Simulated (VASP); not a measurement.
Here is the system:

```yaml
crystal:
  lattice:
    - [4.10587, 0.00000, 0.00000]
    - [0.00000, 4.06074, 0.00000]
    - [0.00000, 0.00000, 4.19958]
  atoms:
    - { symbol: Sc, position: [0.00000, 0.00000, 0.00000] }
    - { symbol: Al, position: [0.00000, 0.50000, 0.50000] }
    - { symbol: Al, position: [0.50000, 0.00000, 0.50000] }
    - { symbol: Al, position: [0.50603, 0.50000, 0.00000] }
```

Level of theory: PBE GGA, VASP's PBE PAW potentials (set 64) (plane waves; VASP). Numerical set-up: EDIFF = 1E-5, 400 eV cut-off, 7×7×7 Γ-centred mesh, first-order Methfessel-Paxton smearing of 0.10 eV, potentials Sc_sv Al.

Problem. Which forces act on the atoms, in eV/Å?

Solution. 
```csv
atom,Fx,Fy,Fz
Sc1,0.114,0.000,0.000
Al2,0.038,0.000,0.000
Al3,0.004,0.000,0.000
Al4,-0.156,0.000,0.000
```

Problem. Give the stress tensor in GPa (positive for a compressed cell).

Solution. 
```
-0.47   0.00   0.00
 0.00   0.56   0.00
 0.00   0.00  -3.54
```
The pressure is its mean diagonal, -1.15 GPa.

The compound is Al3Sc in the L1_2 structure. The cell was not relaxed at this level, atoms are displaced from their ideal sites. The run is one of a series of settings (EDIFF = 1E-5 against the base run), some of them coarse on purpose.
